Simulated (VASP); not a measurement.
# CsRe3 (Fm-3m) in VASP: reference runs

How does CsRe3 come out in PBE? The cell is run as given.

Program: VASP 6.6.1. These are calculated values, not measurements. Logs are shortened: lines on timing, memory, paths and dates and some standing lists are left out, and cuts for length are marked.

## 1. The structure

Symmetry: Fm-3m, No. 225, cubic system. Conventional cell: a = 6.569 Å, b = 6.569 Å, c = 6.569 Å, α = 90.00°, β = 90.00°, γ = 90.00°. Cs (site symmetry m-3m) is surrounded by 8 Re at 2.84 Å. Re (site symmetry -43m) has 4 Cs at 2.84 Å and 4 Re at 2.84 Å as nearest neighbours. Re (site symmetry m-3m) is surrounded by 8 Re at 2.84 Å.

The cell was built by a generator and needn't be a form met in nature.

## 2. Single point, PBE

Contents of INCAR:

```
SYSTEM = CsRe3
  PREC = Accurate
  ENCUT = 520
  EDIFF = 1E-7
  ISMEAR = -1
  SIGMA = 0.05
  LREAL = .FALSE.
  LASPH = .TRUE.
  NELM = 100
  ALGO = Normal
  ISIF = 2
  LWAVE = .FALSE.
  LCHARG = .TRUE.
  GGA = PE
  LELF = .TRUE.
  LVHAR = .TRUE.
  NBANDS = 23
```

Contents of KPOINTS:

```
Automatic mesh
0
G
  7 7 7
  0 0 0
```

Contents of POSCAR:

```
CsRe3
1.0
    0.0000000000      3.2846100000      3.2846100000
    3.2846100000      0.0000000000      3.2846100000
    3.2846100000      3.2846100000      0.0000000000
Cs Re
1 3
Direct
    0.0000000000      0.0000000000      0.0000000000
    0.2500000000      0.2500000000      0.2500000000
    0.7500000000      0.7500000000      0.7500000000
    0.5000000000      0.5000000000      0.5000000000
```

Potentials or basis: VASP PAW PBE potentials, release 64 (Cs_sv, Re).

Run with:

```bash
> cat potpaw_PBE.64/Cs_sv/POTCAR potpaw_PBE.64/Re/POTCAR > POTCAR
> mpirun -np 1 vasp_std > vasp.out
```

OUTCAR:

```text
SYSTEM = CsRe3
   PREC = Accurate
   ENCUT = 520
   EDIFF = 1E-7
   ISMEAR = -1
   LREAL = .FALSE.
   LASPH = .TRUE.
   NELM = 100
   ISIF = 2
   GGA = PE

 ion  position               nearest neighbor table
   1  0.000  0.000  0.000-   3 2.84   3 2.84   3 2.84   2 2.84   2 2.84   2 2.84   3 2.84   2 2.84
                             4 3.28   4 3.28   4 3.28   4 3.28   4 3.28   4 3.28
   2  0.250  0.250  0.250-   1 2.84   1 2.84   1 2.84   4 2.84   4 2.84   4 2.84   4 2.84   1 2.84
                             3 3.28   3 3.28   3 3.28   3 3.28   3 3.28   3 3.28
   3  0.750  0.750  0.750-   4 2.84   4 2.84   4 2.84   1 2.84   1 2.84   1 2.84   4 2.84   1 2.84
                             2 3.28   2 3.28   2 3.28   2 3.28   2 3.28   2 3.28
   4  0.500  0.500  0.500-   2 2.84   2 2.84   2 2.84   3 2.84   3 2.84   3 2.84   3 2.84   2 2.84
                             1 3.28   1 3.28   1 3.28   1 3.28   1 3.28   1 3.28

  LATTYP: Found a face centered cubic cell.
 ALAT       =     6.5692200000

  Lattice vectors:

 A1 = (   0.0000000000,   3.2846100000,   3.2846100000)
 A2 = (   3.2846100000,   0.0000000000,   3.2846100000)
 A3 = (   3.2846100000,   3.2846100000,   0.0000000000)

Analysis of symmetry for initial positions (statically):
=====================================================================
 Subroutine PRICEL returns:
 Original cell was already a primitive cell.

 Routine SETGRP: Setting up the symmetry group for a
 face centered cubic supercell.

 Subroutine GETGRP returns: Found 48 space group operations
 (whereof 48 operations were pure point group operations)
 out of a pool of 48 trial point group operations.

The static configuration has the point symmetry O_h .

Analysis of symmetry for dynamics (positions and initial velocities):
=====================================================================
 Subroutine PRICEL returns:
 Original cell was already a primitive cell.

 Routine SETGRP: Setting up the symmetry group for a
 face centered cubic supercell.

 Subroutine GETGRP returns: Found 48 space group operations
 (whereof 48 operations were pure point group operations)
 out of a pool of 48 trial point group operations.

The dynamic configuration has the point symmetry O_h .

 Subroutine INISYM returns: Found 48 space group operations
 (whereof 48 operations are pure point group operations),
 and found     1 'primitive' translations

----------------------------------------------------------------------------------------

                                     Primitive cell

  volume of cell :      70.8731

  direct lattice vectors                    reciprocal lattice vectors
     0.000000000  3.284610000  3.284610000    -0.152225074  0.152225074  0.152225074
     3.284610000  0.000000000  3.284610000     0.152225074 -0.152225074  0.152225074
     3.284610000  3.284610000  0.000000000     0.152225074  0.152225074 -0.152225074

  length of vectors
     4.645140009  4.645140009  4.645140009     0.263661562  0.263661562  0.263661562

  position of ions in fractional coordinates (direct lattice)
     0.000000000  0.000000000  0.000000000
     0.250000000  0.250000000  0.250000000
     0.750000000  0.750000000  0.750000000
     0.500000000  0.500000000  0.500000000

  ion indices of the primitive-cell ions
   primitive index   ion index
                 1           1
                 2           2
                 3           3
                 4           4

----------------------------------------------------------------------------------------

 KPOINTS: Automatic mesh

Automatic generation of k-mesh.
 Grid dimensions read from file:
 generate k-points for:    7    7    7

 Generating k-lattice:

  Cartesian coordinates                     Fractional coordinates (reciprocal lattice)
    -0.021746439  0.021746439  0.021746439     0.142857143  0.000000000  0.000000000
     0.021746439 -0.021746439  0.021746439     0.000000000  0.142857143  0.000000000
     0.021746439  0.021746439 -0.021746439     0.000000000  0.000000000  0.142857143

  Length of vectors
     0.037665937  0.037665937  0.037665937

  Shift w.r.t. Gamma in fractional coordinates (k-lattice)
     0.000000000  0.000000000  0.000000000

 Subroutine IBZKPT returns following result:
 ===========================================

 Found     20 irreducible k-points:

 Following reciprocal coordinates:
            Coordinates               Weight
  0.000000  0.000000  0.000000      1.000000
  0.142857  0.000000  0.000000      8.000000
  0.285714  0.000000  0.000000      8.000000
  0.428571  0.000000  0.000000      8.000000
  0.142857  0.142857  0.000000      6.000000
  0.285714  0.142857  0.000000     24.000000
[... 12 lines left out ...]
 -0.428571  0.428571  0.142857     24.000000
 -0.285714  0.428571  0.142857     24.000000
   k-points           NKPTS =     20   k-points in BZ     NKDIM =     20   number of bands    NBANDS=     23
   number of dos      NEDOS =    301   number of ions     NIONS =      4
   total plane-waves  NPLWV =  46656
   dimension x,y,z NGX =    36 NGY =   36 NGZ =   36
   dimension x,y,z NGXF=    72 NGYF=   72 NGZF=   72
   ions per type =               1   3
   NGX,Y,Z   is equivalent  to a cutoff of  12.88, 12.88, 12.88 a.u.
   NGXF,Y,Z  is equivalent  to a cutoff of  25.77, 25.77, 25.77 a.u.
 SYSTEM =  CsRe3
   PREC   = accura    normal or accurate (medium, high low for compatibility)
   ISTART =      0    job   : 0-new  1-cont  2-samecut
   ICHARG =      2    charge: 1-file 2-atom 10-const
   ISPIN  =      1    spin polarized calculation?
   LNONCOLLINEAR =      F non collinear calculations
   LSORBIT =      F    spin-orbit coupling
   LASPH  =      T    aspherical Exc in radial PAW
   ENCUT  =  520.0 eV  38.22 Ry    6.18 a.u.   8.64  8.64  8.64*2*pi/ulx,y,z
   NELM   =    100;   NELMIN=  2; NELMDL= -5     # of ELM steps
   EDIFF  = 0.1E-06   stopping-criterion for ELM
   LREAL  =      F    real-space projection
   EDIFFG = 0.1E-05   stopping-criterion for IOM
   NSW    =      0    number of steps for IOM
   IBRION =     -1    ionic relax: 0-MD 1-quasi-New 2-CG
   NFREE  =      0    steps in history (QN), initial steepest desc. (CG)
   ISIF   =      2    stress and relaxation
   ISYM   =      2    0-nonsym 1-usesym 2-fastsym
   POTIM  = 0.5000    time-step for ionic-motion
   TEBEG  =    0.0;   TEEND  =   0.0 temperature during run
   PSTRESS=    0.0 pullay stress
   NELECT =      30.0000    total number of electrons
   NUPDOWN=      -1.0000    fix difference up-down
   EMIN   =  10.00;   EMAX   =-10.00  energy-range for DOS
   EFERMI =   0.00;   METHOD = LEGACY
   ISMEAR =    -1;   SIGMA  =   0.05  broadening in eV -4-tet -1-fermi 0-gaus
   EFERMI_NEDOS =   21; number of points for ismear=-14 and -15
   IALGO  =     38    algorithm
   IMIX   =      4    mixing-type and parameters
     AMIX     =   0.40;   BMIX     =  1.00
     AMIX_MAG =   1.60;   BMIX_MAG =  1.00
  volume/ion in A,a.u.               =      17.72       119.57
  Fermi-wavevector in a.u.,A,eV,Ry     =   1.229197  2.322845 20.557381  1.510925
  Thomas-Fermi vector in A             =   2.364093
   LORBIT       =      0    0 simple, 1 ext, 2 COOP (PROOUT), +10 PAW based schemes
   GGA     = PE    functional components
   LHFCALC =     F    Hartree Fock is set to
   AEXX    =    0.0000 exact exchange contribution
   IVDW    =     0    specifies the selected vdW correction
   LEPSILON=     F    determine dielectric tensor
   LRPA    =     F    only Hartree local field effects (RPA)
 non-spin polarized calculation
  energy-cutoff  :      520.00
  volume of cell :       70.87
 maximum number of plane-waves:      1922
   NGX = 17   NGY = 17   NGZ = 17

 number of electron      30.0000000 magnetization

 Free energy of the ion-electron system (eV)
  ---------------------------------------------------
  ext. energy  EPLUGINS =         0.00000000
  ---------------------------------------------------
  free energy    TOTEN  =       -29.51468574 eV

  energy without entropy =      -29.49952455  energy(sigma->0) =      -29.50710515

 E-fermi :   7.1737     XC(G=0): -12.8068

 val. band max:        7.0906653247   @ k =  -0.4286   0.1429   0.0000
 cond. band min:       7.2516051737   @ k =  -0.4286   0.4286   0.1429
 fundamental gap:      0.1609398490
 Fermi energy:         7.1737419993

 k-point     1 :       0.0000    0.0000    0.0000
  band No.  band energies     occupation
      1     -15.2429      2.00000
      2      -2.9381      2.00000
      3      -2.9381      2.00000
      4      -2.9381      2.00000
      5       0.7249      2.00000
      6       2.1750      2.00000
[... 15 lines left out ...]
     22      12.9303      0.00000
     23      12.9303      0.00000

 k-point     2 :       0.1429    0.0000    0.0000
  band No.  band energies     occupation
      1     -15.2123      2.00000
      2      -3.2121      2.00000
      3      -2.9458      2.00000
      4      -2.9458      2.00000
      5       1.4097      2.00000
      6       2.4304      2.00000
[... 15 lines left out ...]
     22      12.5368      0.00000
     23      12.6016      0.00000

 k-point     3 :       0.2857    0.0000    0.0000
  band No.  band energies     occupation
      1     -15.1439      2.00000
      2      -3.6137      2.00000
      3      -2.9571      2.00000
      4      -2.9571      2.00000
      5       2.6148      2.00000
      6       3.0902      2.00000
[... 15 lines left out ...]
     22      11.8744      0.00000
     23      11.8744      0.00000

 k-point     4 :       0.4286    0.0000    0.0000
  band No.  band energies     occupation
      1     -15.0895      2.00000
      2      -3.8360      2.00000
      3      -2.9607      2.00000
      4      -2.9607      2.00000
      5       3.0374      2.00000
      6       3.7323      2.00000
[... 15 lines left out ...]
     22      11.4183      0.00000
     23      11.4183      0.00000

 k-point     5 :       0.1429    0.1429    0.0000
  band No.  band energies     occupation
      1     -15.2028      2.00000
      2      -3.3616      2.00000
      3      -2.8902      2.00000
      4      -2.8902      2.00000
      5       1.5492      2.00000
      6       2.3840      2.00000
[... 15 lines left out ...]
     22      11.4158      0.00000
     23      11.5797      0.00000

 k-point     6 :       0.2857    0.1429    0.0000
  band No.  band energies     occupation
      1     -15.1491      2.00000
      2      -3.6318      2.00000
      3      -2.9230      2.00000
      4      -2.8674      2.00000
      5       2.3985      2.00000
      6       2.8077      2.00000
[... 15 lines left out ...]
     22      10.6560      0.00000
     23      12.0220      0.00000

 k-point     7 :       0.4286    0.1429    0.0000
  band No.  band energies     occupation
      1     -15.0921      2.00000
      2      -3.7482      2.00000
      3      -3.0252      2.00000
      4      -2.8881      2.00000
      5       2.6963      2.00000
      6       3.1986      2.00000
[... 249 lines left out ...]
     22      11.0735      0.00000
     23      11.9895      0.00000

 k-point    17 :       0.4286    0.2857    0.1429
  band No.  band energies     occupation
      1     -15.1029      2.00000
      2      -3.7198      2.00000
      3      -2.9228      2.00000
      4      -2.9035      2.00000
      5       2.5559      2.00000
      6       2.8010      2.00000
[... 15 lines left out ...]
     22       9.8797      0.00000
     23      12.4992      0.00000

 k-point    18 :      -0.4286    0.2857    0.1429
  band No.  band energies     occupation
      1     -15.0666      2.00000
      2      -3.6156      2.00000
      3      -3.1447      2.00000
      4      -2.8907      2.00000
      5       2.3834      2.00000
      6       2.9764      2.00000
[... 15 lines left out ...]
     22      10.8220      0.00000
     23      11.7457      0.00000

 k-point    19 :      -0.4286    0.4286    0.1429
  band No.  band energies     occupation
      1     -15.0564      2.00000
      2      -3.6972      2.00000
      3      -2.9674      2.00000
      4      -2.8069      2.00000
      5       2.0016      2.00000
      6       2.2312      2.00000
[... 15 lines left out ...]
     22      10.8891      0.00000
     23      11.0767      0.00000

 k-point    20 :      -0.2857    0.4286    0.1429
  band No.  band energies     occupation
      1     -15.0510      2.00000
      2      -3.4418      2.00000
      3      -3.2871      2.00000
      4      -2.8514      2.00000
      5       2.0172      2.00000
      6       2.8043      2.00000
[... 15 lines left out ...]
     22      10.8295      0.00000
     23      11.5365      0.00000

------------------------ aborting loop because EDIFF is reached ----------------------------------------

  FORCE on cell =-STRESS in cart. coord.  units (eV):
  Direction    XX          YY          ZZ          XY          YZ          ZX
  --------------------------------------------------------------------------------------
  -------------------------------------------------------------------------------------
  Total        1.0926370      1.0926370      1.0926370     -0.0000000     -0.0000000      0.0000000
  in kB       24.7004609     24.7004609     24.7004609     -0.0000000     -0.0000000      0.0000000
  external PRESSURE =      24.7004609 kB  Pullay stress =       0.0000000 kB

 VOLUME and BASIS-vectors are now :
 -----------------------------------------------------------------------------
  energy-cutoff  :      520.00
  volume of cell :       70.87
      direct lattice vectors                 reciprocal lattice vectors
     0.000000000  3.284610000  3.284610000    -0.152225074  0.152225074  0.152225074
     3.284610000  0.000000000  3.284610000     0.152225074 -0.152225074  0.152225074
     3.284610000  3.284610000  0.000000000     0.152225074  0.152225074 -0.152225074

 POSITION                                       TOTAL-FORCE (eV/Angst)
 -----------------------------------------------------------------------------------
      0.00000      0.00000      0.00000        -0.000000     -0.000000     -0.000000
      1.64230      1.64230      1.64230         0.000000      0.000000      0.000000
      4.92691      4.92691      4.92691        -0.000000     -0.000000      0.000000
      3.28461      3.28461      3.28461        -0.000000     -0.000000     -0.000000
 -----------------------------------------------------------------------------------
    total drift:                                0.000000      0.000000      0.000000

  FREE ENERGIE OF THE ION-ELECTRON SYSTEM (eV)
  ---------------------------------------------------
  free  energy   TOTEN  =       -29.5146857374 eV

  energy  without entropy=      -29.4995245543  energy(sigma->0) =      -29.50710515
```

Run time: 31 s. Hardware: 1 thread of Intel Xeon Platinum 8488C (Sapphire Rapids), shared host; peak memory 0.21 GiB.

What came out:

```yaml
Free_energy: -29.5147 eV
Pressure: 2.5 GPa
Band_gap_on_the_k_mesh: none (metal or under the smearing width)
```
